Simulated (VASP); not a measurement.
Calculation: rev-vdW-DF2, VASP's PBE PAW potentials (set 64) (plane waves; VASP 6.6.1).

Input for VASP

File KPOINTS:
```
kpoints
0
Gamma
  12 12 7
0 0 0
```

### POSCAR
```
Hf
1
    1.5950000000    -2.7626210000     0.0000000000
    1.5950000000     2.7626210000     0.0000000000
    0.0000000000     0.0000000000     5.0500000000
Hf
2
Direct
  0.3333330000   0.6666670000   0.2500000000
  0.6666670000   0.3333330000   0.7500000000
```

INCAR:
```
LWAVE = .False.
LREAL = .False.   ! projection in real space or not
PARAM2 = 0.7114
LCHARG = .False.
LMAXMIX = 6
PREC = Accurate
SYSTEM = Hf
NSW = 60
PARAM1 = 0.1234568
AGGAC = 0.0
SIGMA = 0.1
GGA = MK
ISIF = 3   ! ions, shape and volume
LUSE_VDW = .True.
NELM = 100
IBRION = 2   ! conjugate gradients
ALGO = Normal   ! blocked Davidson
ISMEAR = 1
ZAB_VDW = -1.8867
EDIFFG = -0.01   ! ionic stop
EDIFF = 1E-6
ENCUT = 520   ! plane-wave cut-off (eV)
LASPH = .True.
```

POTCAR, in this order: Hf_pv (PBE.64 set). Program: vasp_std.

The run wrote:

**OUTCAR**
```
 ion  position               nearest neighbor table
   1  0.333  0.667  0.250-   2 3.13   2 3.13   2 3.13   2 3.13   2 3.13   2 3.13
   2  0.667  0.333  0.750-   1 3.13   1 3.13   1 3.13   1 3.13   1 3.13   1 3.13
  LATTYP: Found a hexagonal cell.
 ALAT       =     3.1899999670
 C/A-ratio  =     1.5830721167
 Subroutine PRICEL returns:
 Original cell was already a primitive cell.
 Subroutine GETGRP returns: Found 24 space group operations
The static configuration has the point symmetry D_3d.
 The point group associated with its full space group is D_6h.
The dynamic configuration has the point symmetry D_3d.
 Subroutine INISYM returns: Found 24 space group operations
 Subroutine IBZKPT returns following result:
 Found     76 irreducible k-points:

 Following reciprocal coordinates:
            Coordinates               Weight
  0.000000  0.000000  0.000000      1.000000
  0.083333  0.000000  0.000000      6.000000
  0.166667  0.000000  0.000000      6.000000
  0.250000  0.000000  0.000000      6.000000
  0.333333  0.000000  0.000000      6.000000
  0.416667  0.000000  0.000000      6.000000
  0.500000  0.000000  0.000000      3.000000
  0.083333  0.083333  0.000000      6.000000
  0.166667  0.083333  0.000000     12.000000
  0.250000  0.083333  0.000000     12.000000
  0.333333  0.083333  0.000000     12.000000
  0.416667  0.083333  0.000000     12.000000
  0.166667  0.166667  0.000000      6.000000
  0.250000  0.166667  0.000000     12.000000
  0.333333  0.166667  0.000000     12.000000
  0.416667  0.166667  0.000000      6.000000
  0.250000  0.250000  0.000000      6.000000
  0.333333  0.250000  0.000000     12.000000
  0.333333  0.333333  0.000000      2.000000
  0.000000  0.000000  0.142857      2.000000
  0.083333  0.000000  0.142857     12.000000
  0.166667  0.000000  0.142857     12.000000
  0.250000  0.000000  0.142857     12.000000
  0.333333  0.000000  0.142857     12.000000
  0.416667  0.000000  0.142857     12.000000
  0.500000  0.000000  0.142857      6.000000
  0.083333  0.083333  0.142857     12.000000
  0.166667  0.083333  0.142857     24.000000
  0.250000  0.083333  0.142857     24.000000
  0.333333  0.083333  0.142857     24.000000
  0.416667  0.083333  0.142857     24.000000
  0.166667  0.166667  0.142857     12.000000
  0.250000  0.166667  0.142857     24.000000
  0.333333  0.166667  0.142857     24.000000
  0.416667  0.166667  0.142857     12.000000
  0.250000  0.250000  0.142857     12.000000
  0.333333  0.250000  0.142857     24.000000
  0.333333  0.333333  0.142857      4.000000
  0.000000  0.000000  0.285714      2.000000
  0.083333  0.000000  0.285714     12.000000
   k-points           NKPTS =     76   k-points in BZ     NKDIM =     76   number of bands    NBANDS=     14
   number of dos      NEDOS =    301   number of ions     NIONS =      2
   total plane-waves  NPLWV =  23040
   dimension x,y,z NGX =    24 NGY =   24 NGZ =   40
   dimension x,y,z NGXF=    48 NGYF=   48 NGZF=   80
   ions per type =               2
   PREC   = accura    normal or accurate (medium, high low for compatibility)
   ISTART =      0    job   : 0-new  1-cont  2-samecut
   ICHARG =      2    charge: 1-file 2-atom 10-const
   ISPIN  =      1    spin polarized calculation?
   LNONCOLLINEAR =      F non collinear calculations
   LSORBIT =      F    spin-orbit coupling
   INIWAV =      1    electr: 0-lowe 1-rand  2-diag
   ENCUT  =  520.0 eV  38.22 Ry    6.18 a.u.   5.93  5.93  9.39*2*pi/ulx,y,z
   NELM   =    100;   NELMIN=  2; NELMDL= -5     # of ELM steps
   EDIFF  = 0.1E-05   stopping-criterion for ELM
   LREAL  =      F    real-space projection
...
```

### OSZICAR
```
       N       E                     dE             d eps       ncg     rms          rms(c)
DAV:   1     0.525573102554E+02    0.52557E+02   -0.11772E+04  2144   0.136E+03
DAV:   2    -0.141733288797E+02   -0.66731E+02   -0.65556E+02  2686   0.273E+02
DAV:   3    -0.162837000902E+02   -0.21104E+01   -0.20596E+01  2884   0.314E+01
DAV:   4    -0.163034034471E+02   -0.19703E-01   -0.19699E-01  2440   0.378E+00
DAV:   5    -0.163037462460E+02   -0.34280E-03   -0.34278E-03  2968   0.389E-01    0.655E+01
DAV:   6    -0.158011374746E+02    0.50261E+00   -0.47482E-01  2260   0.531E+00    0.386E+01
DAV:   7    -0.156247892054E+02    0.17635E+00   -0.78153E-01  2292   0.654E+00    0.201E+00
DAV:   8    -0.156161389418E+02    0.86503E-02   -0.50012E-02  2362   0.173E+00    0.139E-01
DAV:   9    -0.156162440278E+02   -0.10509E-03   -0.10713E-03  2998   0.262E-01    0.197E-01
DAV:  10    -0.156162339711E+02    0.10057E-04   -0.68030E-05  2376   0.668E-02    0.297E-01
DAV:  11    -0.156162330801E+02    0.89100E-06   -0.76944E-06  2728   0.212E-02
   1 F= -.15616233E+02 E0= -.15616136E+02  d E =-.156162E+02
       N       E                     dE             d eps       ncg     rms          rms(c)
DAV:   1    -0.157182694902E+02   -0.10204E+00   -0.26019E+00  2128   0.142E+01    0.379E+00
DAV:   2    -0.156407905701E+02    0.77479E-01   -0.15354E-01  2164   0.333E+00    0.103E+00
DAV:   3    -0.156170472146E+02    0.23743E-01   -0.47313E-02  2212   0.170E+00    0.552E-01
DAV:   4    -0.156145689382E+02    0.24783E-02   -0.56656E-03  2496   0.604E-01    0.449E-01
DAV:   5    -0.156143561028E+02    0.21284E-03   -0.59249E-04  2674   0.145E-01    0.759E-02
DAV:   6    -0.156143615304E+02   -0.54276E-05   -0.18178E-05  2808   0.301E-02    0.306E-02
DAV:   7    -0.156143605947E+02    0.93578E-06   -0.50823E-07  1634   0.555E-03
   2 F= -.15614361E+02 E0= -.15614139E+02  d E =0.187249E-02
       N       E                     dE             d eps       ncg     rms          rms(c)
DAV:   1    -0.156510064932E+02   -0.36645E-01   -0.77407E-01  2128   0.772E+00    0.214E+00
DAV:   2    -0.156279926209E+02    0.23014E-01   -0.47382E-02  2182   0.183E+00    0.565E-01
DAV:   3    -0.156210535712E+02    0.69390E-02   -0.13136E-02  2224   0.881E-01    0.278E-01
DAV:   4    -0.156201915538E+02    0.86202E-03   -0.19997E-03  2416   0.354E-01    0.220E-01
DAV:   5    -0.156201271826E+02    0.64371E-04   -0.17095E-04  2716   0.772E-02    0.408E-02
DAV:   6    -0.156201273901E+02   -0.20749E-06   -0.55407E-06  2560   0.169E-02
   3 F= -.15620127E+02 E0= -.15619960E+02  d E =-.389431E-02
       N       E                     dE             d eps       ncg     rms          rms(c)
DAV:   1    -0.156201340261E+02   -0.68434E-05   -0.21081E-04  2206   0.127E-01    0.325E-02
DAV:   2    -0.156201275785E+02    0.64476E-05   -0.13145E-05  2266   0.305E-02    0.943E-03
DAV:   3    -0.156201256590E+02    0.19194E-05   -0.36831E-06  2158   0.149E-02    0.422E-03
DAV:   4    -0.156201254789E+02    0.18011E-06   -0.52842E-07  1190   0.620E-03
   4 F= -.15620125E+02 E0= -.15619956E+02  d E =-.389240E-02
```

File OUTCAR:
```
------------------------ aborting loop because EDIFF is reached ----------------------------------------
  FORCE on cell =-STRESS in cart. coord.  units (eV):
  Direction    XX          YY          ZZ          XY          YZ          ZX
  --------------------------------------------------------------------------------------
  Total        0.0172647      0.0172647     -0.0086749      0.0000000     -0.0000000      0.0000000
  in kB        0.6316702      0.6316702     -0.3173924      0.0000000     -0.0000000      0.0000000
  external PRESSURE =       0.3153160 kB  Pullay stress =       0.0000000 kB
  volume of cell :       43.79
      direct lattice vectors                 reciprocal lattice vectors
     1.586845152 -2.748496389  0.000000000     0.315090606 -0.181917648  0.000000000
     1.586845152  2.748496389 -0.000000000     0.315090606  0.181917648  0.000000000
    -0.000000000  0.000000000  5.020196714     0.000000000  0.000000000  0.199195382
 POSITION                                       TOTAL-FORCE (eV/Angst)
 -----------------------------------------------------------------------------------
      1.58685      0.91617      1.25505         0.000000      0.000000      0.000000
      1.58685     -0.91617      3.76515        -0.000000     -0.000000      0.000000
 -----------------------------------------------------------------------------------
    total drift:                               -0.000005      0.000180     -0.000016
  FREE ENERGIE OF THE ION-ELECTRON SYSTEM (eV)
  ---------------------------------------------------
  free  energy   TOTEN  =       -15.6201254789 eV

  energy  without entropy=      -15.6196183477  energy(sigma->0) =      -15.61995644

 reached required accuracy - stopping structural energy minimisation
```
(Selected blocks of OUTCAR.)

CONTCAR:
```
Hf
   1.00000000000000
     1.5868451517596467   -2.7484963891036589    0.0000000000000000
     1.5868451517596467    2.7484963891036589   -0.0000000000000000
    -0.0000000000000000    0.0000000000000000    5.0201967137503845
  Hf
     2
Direct
     0.3333330000000032    0.6666669999999968    0.2500000000000000
     0.6666669999999968    0.3333330000000032    0.7500000000000000
```

The compound is Hf in the hcp structure. This run relaxes it. Symmetry was kept, so distortions that lower it aren't found.
